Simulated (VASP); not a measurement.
Crystal: Ba.

```xyz
1
Lattice="-2.5125 2.5125 2.5125 2.5125 -2.5125 2.5125 2.5125 2.5125 -2.5125" Properties=species:S:1:pos:R:3 pbc="T T T"
Ba    0.0000    0.0000    0.0000
```

- Program: VASP 6.6.1
- Task: relaxation of cell and atoms
- Functional: PBEsol
- Potentials or basis: VASP PAW PBE potentials, release 64 (Ba_sv)
- Cutoff: 600 eV
- k mesh: 12 × 12 × 12
- Occupations: gaussian, width 0.1 eV
- Spin: no spin polarisation

At the start: pressure -0.7 GPa; volume 63.44 Å³/atom.

**Question.** How do energy, volume and symmetry change on relaxing?

**Answer.** Over 11 steps the energy falls by 10.7 meV/atom and the volume is 58.58 Å³/atom (-7.7 %); space group Im-3m (No. 229, to 0.05 Å).

Step by step:
```tsv
step	energy change (eV)	largest force (eV/Å)	pressure (GPa)	volume (Å³)
1	0.0000	0.0000	-0.66	63.44
2	-0.0077	0.0000	-0.37	61.07
3	-0.0107	0.0000	-0.04	58.74
4	-0.0107	0.0000	0.03	58.46
5	-0.0107	0.0000	-0.03	58.59
6	-0.0107	0.0000	-0.02	58.59
7	-0.0107	0.0000	-0.01	58.58
8	-0.0107	0.0000	-0.01	58.58
9	-0.0107	0.0000	-0.02	58.58
10	-0.0107	0.0000	-0.02	58.58
11	-0.0107	0.0000	-0.01	58.58
```

Final structure:
```
Ba
1.0
    -2.44653    2.44653    2.44653
     2.44653   -2.44653    2.44653
     2.44653    2.44653   -2.44653
Ba
1
Cartesian
  0.0000 0.0000 0.0000
```

Caveat: the PAW data sets were made with another functional, which shifts forces and pressure a little.
